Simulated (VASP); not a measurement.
**Driving VASP from ASE on Mg (Magnesium)**

Do ASE scripts that read Mg (Magnesium) from different structure formats give one answer, and do several routes find one equilibrium volume? All runs use PBE. Left out of this account: 1 further run (self-consistent run: a reference on another mesh). The start is a cell from a database of measured crystal structures.

Method: PBE; plane waves and PAW (Mg), in VASP 6.6.1.

### Step 1. The structure

Symmetry: P6_3/mmc, No. 194, hexagonal system. The conventional cell has a = 3.209 Å, b = 3.209 Å, c = 5.210 Å, α = 90.00°, β = 90.00°, γ = 120.00°. Mg has 12 Mg at 3.20 to 3.21 Å nearest.

As a file:

```xyz
2
Lattice="3.2093 0.0000 0.0000 -1.6046 2.7793 0.0000 0.0000 0.0000 5.2103" Properties=species:S:1:pos:R:3 pbc="T T T"
Mg    0.0000    1.8529    1.3026
Mg    1.6047    0.9264    3.9077
```

### Step 2. A single point (PBE, through ASE)

A single point through ASE, with the structure typed into the script.

run.py

```python
import numpy as np
from ase.calculators.vasp import Vasp
from ase import Atoms
from ase.dft.bandgap import bandgap

atoms = Atoms(['Mg', 'Mg'],
              cell=[[3.2093, 0.0, 0.0], [-1.60465, 2.77933533, 0.0], [0.0, 0.0, 5.2103]],
              scaled_positions=[[0.33333333, 0.66666667, 0.25], [0.66666667, 0.33333333, 0.75]],
              pbc=True)

calc = Vasp(
    xc='pbe',
    pp='PBE',
    prec='Accurate',
    encut=400,
    ediff=1e-06,
    nelm=100,
    ismear=-1,
    sigma=0.05,
    lreal=False,
    algo='Normal',
    nbands=8,
    lorbit=11,
    lwave=False,
    lcharg=False,
    kpar=2,
    isif=2,
    pp_version='64',
    setups={'Mg': ''},
    kpts=(14, 14, 8),
    gamma=True,
    txt='vasp.out',
)
atoms.calc = calc

print("energy (eV):", round(atoms.get_potential_energy(), 6))
print("Fermi level (eV):", round(calc.get_fermi_level(), 4))
print("forces (eV/A):")
print(np.round(atoms.get_forces(), 4))
print("stress (GPa, Voigt, tension positive):", np.round(atoms.get_stress() * 160.21766, 3))
gap, p1, p2 = bandgap(calc, direct=False)
print("gap on the mesh (eV):", round(gap, 4))
```

The projector-augmented-wave data sets are Mg (PBE family, release 64).

Run with:

```bash
export ASE_VASP_COMMAND="mpirun -np 2 vasp_std"
python run.py
```

The log of the run:

```text
energy (eV): -3.016254
Fermi level (eV): 2.5954
forces (eV/A):
[[ 0. -0.  0.]
 [-0.  0.  0.]]
stress (GPa, Voigt, tension positive): [ 0.63   0.63   0.444 -0.    -0.    -0.   ]
gap on the mesh (eV): 0.0
```

It took 6 s on 2 MPI ranks of Intel Xeon 6975P-C (Granite Rapids), shared host; peak memory 0.3 GiB.

Lines that name or quote the potential files are left out of all logs, and their timing lines are given in words.

ASE turned this into the INCAR:

```
ENCUT = 400.000000
SIGMA = 0.050000
EDIFF = 1.00e-06
ALGO = Normal
GGA = PE
PREC = Accurate
ISIF = 2
ISMEAR = -1
KPAR = 2
LORBIT = 11
NBANDS = 8
NELM = 100
LCHARG = .FALSE.
LWAVE = .FALSE.
LREAL = .FALSE.
```

The KPOINTS that ASE wrote:

```
KPOINTS created by Atomic Simulation Environment
0
Gamma
14 14 8
0 0 0
```

VASP's own log, vasp.out:

```text
[banner, memory and clock lines left out]
running    2 mpi-ranks, on    1 nodes
 distrk:  each k-point on    1 cores,    2 groups
 distr:  one band on    1 cores,    1 groups

 POSCAR found type information on POSCAR Mg
 POSCAR found :  1 types and       2 ions
 LDA part: xc-table for (Slater+PW92), standard interpolation
 POSCAR, INCAR and KPOINTS ok, starting setup
 FFT: planning ... GRIDC
 FFT: planning ... GRID_SOFT
 FFT: planning ... GRID
 WAVECAR not read
 entering main loop
       N       E                     dE             d eps       ncg     rms          rms(c)
DAV:   1    -0.114101923133E+01   -0.11410E+01   -0.11448E+03  1920   0.289E+02
DAV:   2    -0.302261934607E+01   -0.18816E+01   -0.17757E+01  2664   0.185E+01
DAV:   3    -0.303254486758E+01   -0.99255E-02   -0.99229E-02  2544   0.176E+00
DAV:   4    -0.303257256681E+01   -0.27699E-04   -0.27699E-04  2856   0.776E-02
DAV:   5    -0.303257262039E+01   -0.53582E-07   -0.53296E-07  2520   0.260E-03    0.961E-01
DAV:   6    -0.302663889794E+01    0.59337E-02   -0.63998E-04  2344   0.208E-01    0.616E-01
DAV:   7    -0.301918215918E+01    0.74567E-02   -0.25169E-03  2000   0.362E-01    0.343E-02
DAV:   8    -0.301919537314E+01   -0.13214E-04   -0.16231E-05  3032   0.255E-02    0.758E-03
DAV:   9    -0.301919402455E+01    0.13486E-05   -0.12278E-06  2192   0.577E-03    0.623E-04
DAV:  10    -0.301919376912E+01    0.25543E-06   -0.47217E-09  1272   0.464E-04
   1 F= -.30191938E+01 E0= -.30162542E+01  d E =-.587914E-02
```

OUTCAR, selected parts (step 2):

```text
ion  position               nearest neighbor table
   1  0.333  0.667  0.250-   2 3.20   2 3.20   2 3.20   2 3.20   2 3.20   2 3.20
   2  0.667  0.333  0.750-   1 3.20   1 3.20   1 3.20   1 3.20   1 3.20   1 3.20

  LATTYP: Found a hexagonal cell.
 ALAT       =     3.2093000000
 C/A-ratio  =     1.6235004518

 Subroutine GETGRP returns: Found 24 space group operations
 (whereof 12 operations were pure point group operations)

The static configuration has the point symmetry D_3d.
 The point group associated with its full space group is D_6h.

 Found    120 irreducible k-points:

   k-points           NKPTS =    120   k-points in BZ     NKDIM =    120   number of bands    NBANDS=      8

   dimension x,y,z NGX =    24 NGY =   24 NGZ =   36
   dimension x,y,z NGXF=    48 NGYF=   48 NGZF=   72

   ENCUT  =  400.0 eV  29.40 Ry    5.42 a.u.   5.23  5.23  8.50*2*pi/ulx,y,z

   NELECT =       4.0000    total number of electrons

 k-points in reciprocal lattice and weights: KPOINTS created by Atomic Simulation Env
   0.00000000  0.00000000  0.00000000       0.001
   0.07142857  0.00000000  0.00000000       0.004
   0.14285714  0.00000000  0.00000000       0.004
   0.21428571  0.00000000  0.00000000       0.004
   0.28571429  0.00000000  0.00000000       0.004
   0.35714286  0.00000000  0.00000000       0.004
   0.42857143  0.00000000  0.00000000       0.004
   0.50000000  0.00000000  0.00000000       0.002
   0.07142857  0.07142857  0.00000000       0.004
[...]
0.28571429  0.28571429  0.50000000       0.004
   0.35714286  0.28571429  0.50000000       0.004

 average (electrostatic) potential at core
       1 -39.3082       2 -39.3082

 E-fermi :   2.5954

 k-point     1 :       0.0000    0.0000    0.0000
  band No.  band energies     occupation
      1      -4.3088      2.00000
      2       0.9071      2.00000
      3       1.3287      2.00000
      4      13.4395      0.00000
      5      13.4395      0.00000
      6      13.5286      0.00000
      7      13.5286      0.00000
      8      14.3315      0.00000

 k-point     2 :       0.0714    0.0000    0.0000
  band No.  band energies     occupation
      1      -4.2092      2.00000
      2       0.9983      2.00000
      3       1.4257      2.00000
      4      11.5340      0.00000
      5      12.3967      0.00000
      6      13.1985      0.00000
      7      14.7126      0.00000
      8      15.1297      0.00000

 k-point     3 :       0.1429    0.0000    0.0000
  band No.  band energies     occupation
      1      -3.9109      2.00000
      2       1.2718      2.00000
      3       1.7143      2.00000
      4       9.3642      0.00000
      5      11.4750      0.00000
      6      12.1901      0.00000
      7      14.0640      0.00000
      8      14.6822      0.00000

  Total       -0.1826187     -0.1826187     -0.1289038      0.0000000      0.0000000      0.0000000
  in kB       -6.2956695     -6.2956695     -4.4438784      0.0000000      0.0000000      0.0000000
  external PRESSURE =      -5.6784058 kB  Pullay stress =       0.0000000 kB

  energy-cutoff  :      400.00
  volume of cell :       46.47
      direct lattice vectors                 reciprocal lattice vectors
     3.209300000  0.000000000  0.000000000     0.311594429  0.179899127  0.000000000
    -1.604650000  2.779335330  0.000000000     0.000000000  0.359798254  0.000000000
     0.000000000  0.000000000  5.210300000     0.000000000  0.000000000  0.191927528

 POSITION                                       TOTAL-FORCE (eV/Angst)
 -----------------------------------------------------------------------------------
     -0.00000      1.85289      1.30258         0.000000     -0.000000      0.000000
      1.60465      0.92645      3.90773        -0.000000      0.000000      0.000000
 -----------------------------------------------------------------------------------
    total drift:                                0.000000     -0.000000      0.000000

  FREE ENERGIE OF THE ION-ELECTRON SYSTEM (eV)
  ---------------------------------------------------
  free  energy   TOTEN  =        -3.0191937691 eV

  energy  without entropy=       -3.0133146255  energy(sigma->0) =       -3.01625420

 total charge
# of ion       s       p       d       tot
------------------------------------------
    1        0.208   0.124   0.011   0.343
    2        0.208   0.124   0.011   0.343
--------------------------------------------------
tot          0.416   0.248   0.022   0.687

[... 3 further parts left out ...]
```

This step gave:

```
SCF cycles              : 10
electrons               : 4
bands                   : 8
irreducible k-points    : 120
symmetry operations     : 24
free energy (TOTEN)     : -3.019 eV
energy at zero smearing : -3.016 eV
Fermi energy            : 2.595 eV
pressure                : -0.5678 GPa
metallic                : yes
```

The pressure is -0.57 GPa and the largest force 0.000 eV/Å, so the cell is not at a minimum at these settings.

### Step 3. A single point (PBE, through ASE), try 2

The single point through ASE, with the structure read from a CIF with its space group. The mesh changes to 8×8×5, so this is no clean test of the format.

Edit run.py of step 2 so:

```diff
@@ -2,9 +2,6 @@
 from ase.calculators.vasp import Vasp
-from ase import Atoms
+from ase.io import read
 from ase.dft.bandgap import bandgap
 
-atoms = Atoms(['Mg', 'Mg'],
-              cell=[[3.2093, 0.0, 0.0], [-1.60465, 2.77933533, 0.0], [0.0, 0.0, 5.2103]],
-              scaled_positions=[[0.33333333, 0.66666667, 0.25], [0.66666667, 0.33333333, 0.75]],
-              pbc=True)
+atoms = read('Mg.cif')
 
@@ -29,3 +26,3 @@
     setups={'Mg': ''},
-    kpts=(14, 14, 8),
+    kpts=(8, 8, 5),
     gamma=True,
```

Mg.cif

```cif
data_Mg
_cell_length_a 3.20930000
_cell_length_b 3.20930000
_cell_length_c 5.21030000
_cell_angle_alpha 90.00000000
_cell_angle_beta 90.00000000
_cell_angle_gamma 120.00000000
_space_group_name_H-M_alt 'P6_3/mmc'
_space_group_name_Hall '-P 6c 2c'
_space_group_IT_number 194
loop_
_space_group_symop_operation_xyz
'x,y,z'
'-x,-y,-z'
'x-y,x,z+1/2'
'-x+y,-x,-z+1/2'
'-y,x-y,z'
'y,-x+y,-z'
'-x,-y,z+1/2'
'x,y,-z+1/2'
'-x+y,-x,z'
'x-y,x,-z'
'y,-x+y,z+1/2'
'-y,x-y,-z+1/2'
'-y,-x,-z+1/2'
'y,x,z+1/2'
'-x,-x+y,-z'
'x,x-y,z'
'-x+y,y,-z+1/2'
'x-y,-y,z+1/2'
'y,x,-z'
'-y,-x,z'
'x,x-y,-z+1/2'
'-x,-x+y,z+1/2'
'x-y,-y,-z'
'-x+y,y,z'
loop_
_atom_site_label
_atom_site_type_symbol
_atom_site_symmetry_multiplicity
_atom_site_Wyckoff_symbol
_atom_site_fract_x
_atom_site_fract_y
_atom_site_fract_z
_atom_site_occupancy
Mg1 Mg 2 c 0.3333333333 0.6666666667 0.2500000000 1
```

The log of the run:

```text
energy (eV): -3.038366
Fermi level (eV): 2.5734
forces (eV/A):
[[ 0.  0.  0.]
 [-0.  0.  0.]]
stress (GPa, Voigt, tension positive): [ 0.634  0.634  0.314 -0.    -0.     0.   ]
gap on the mesh (eV): 0.0
```

Wall time 3.2 s (2 MPI ranks); peak memory 0.27 GiB; 4.2 s of CPU time.

The INCAR that ASE wrote:

```
ENCUT = 400.000000
SIGMA = 0.050000
EDIFF = 1.00e-06
ALGO = Normal
GGA = PE
PREC = Accurate
ISIF = 2
ISMEAR = -1
KPAR = 2
LORBIT = 11
NBANDS = 8
NELM = 100
LCHARG = .FALSE.
LWAVE = .FALSE.
LREAL = .FALSE.
```

ASE turned this into the KPOINTS:

```
KPOINTS created by Atomic Simulation Environment
0
Gamma
8 8 5
0 0 0
```

VASP's own log, vasp.out:

```text
[... set-up lines as in an earlier step ...]
 entering main loop
       N       E                     dE             d eps       ncg     rms          rms(c)
DAV:   1    -0.135627826357E+01   -0.13563E+01   -0.11577E+03   480   0.288E+02
DAV:   2    -0.304466097879E+01   -0.16884E+01   -0.16255E+01   624   0.175E+01
DAV:   3    -0.305398459237E+01   -0.93236E-02   -0.93231E-02   760   0.173E+00
DAV:   4    -0.305400210825E+01   -0.17516E-04   -0.17516E-04   624   0.505E-02
DAV:   5    -0.305400225078E+01   -0.14252E-06   -0.14237E-06   680   0.345E-03    0.955E-01
DAV:   6    -0.304817307770E+01    0.58292E-02   -0.62667E-04   560   0.206E-01    0.612E-01
DAV:   7    -0.304083700333E+01    0.73361E-02   -0.24483E-03   496   0.360E-01    0.339E-02
DAV:   8    -0.304085026484E+01   -0.13262E-04   -0.15208E-05   760   0.249E-02    0.763E-03
DAV:   9    -0.304084895902E+01    0.13058E-05   -0.12586E-06   536   0.583E-03    0.617E-04
DAV:  10    -0.304084871108E+01    0.24795E-06   -0.45180E-09   296   0.458E-04
   1 F= -.30408487E+01 E0= -.30383658E+01  d E =-.496580E-02
```

From OUTCAR (step 3):

```text
 Found     30 irreducible k-points:

   k-points           NKPTS =     30   k-points in BZ     NKDIM =     30   number of bands    NBANDS=      8

   NELECT =       4.0000    total number of electrons

 E-fermi :   2.5734

 k-point     1 :       0.0000    0.0000    0.0000
  band No.  band energies     occupation
      1      -4.3085      2.00000
      2       0.9058      2.00000
      3       1.3309      2.00000
      4      13.4406      0.00000
      5      13.4406      0.00000
      6      13.5290      0.00000
      7      13.5290      0.00000
      8      14.3314      0.00000

 k-point     2 :       0.1250   -0.0000    0.0000
  band No.  band energies     occupation
      1      -4.0037      2.00000
      2       1.1850      2.00000
      3       1.6267      2.00000
      4       9.9002      0.00000
      5      11.6903      0.00000
      6      12.4518      0.00000
      7      14.5920      0.00000
      8      14.9746      0.00000

  Total       -0.1837961     -0.1837961     -0.0911507     -0.0000000      0.0000000      0.0000000
  in kB       -6.3362570     -6.3362570     -3.1423657     -0.0000000      0.0000000      0.0000000
  external PRESSURE =      -5.2716266 kB  Pullay stress =       0.0000000 kB

  energy-cutoff  :      400.00
  volume of cell :       46.47
      direct lattice vectors                 reciprocal lattice vectors
     3.209300000  0.000000000  0.000000000     0.311594429  0.179899127  0.000000000
    -1.604650000  2.779335328  0.000000000     0.000000000  0.359798255  0.000000000
     0.000000000  0.000000000  5.210300000     0.000000000  0.000000000  0.191927528

 POSITION                                       TOTAL-FORCE (eV/Angst)
 -----------------------------------------------------------------------------------
     -0.00000      1.85289      1.30258         0.000000      0.000000      0.000000
      1.60465      0.92645      3.90773        -0.000000      0.000000      0.000000
 -----------------------------------------------------------------------------------
    total drift:                               -0.000000      0.000000     -0.000000

  FREE ENERGIE OF THE ION-ELECTRON SYSTEM (eV)
  ---------------------------------------------------
  free  energy   TOTEN  =        -3.0408487111 eV

  energy  without entropy=       -3.0358829068  energy(sigma->0) =       -3.03836581

 total charge
# of ion       s       p       d       tot
------------------------------------------
    1        0.210   0.123   0.011   0.344
    2        0.210   0.123   0.011   0.344
--------------------------------------------------
tot          0.419   0.247   0.022   0.688

[... 6 parts as in an earlier step ...]

[... 6 further parts left out ...]
```

The k-mesh is coarse for a metal.

This step gave:

| Property | Result |
| --- | --- |
| irreducible k-points | 30 |
| free energy (TOTEN) | -3.041 eV |
| energy at zero smearing | -3.038 eV |
| Fermi energy | 2.573 eV |
| pressure | -0.5272 GPa |

The energy lies -11.06 meV an atom from the first script, on another mesh.

(Part 1 of 3 ends here.)

[Lines on the potential files, build, host, timing and source positions are cut from VASP's logs without a mark.]

[Logs are printed without paths, hosts, clocks, repeated set-up lines and the standing remarks that a program may print on its own settings, such as how far it seeks lower states.]

[Hosts, paths, dates, database ids (printed as entryN), source tags and the programs' standing remarks are cut or masked in the printed files.]

[A measured line is paired with the nearest computed mode of its activity, which favours agreement.]
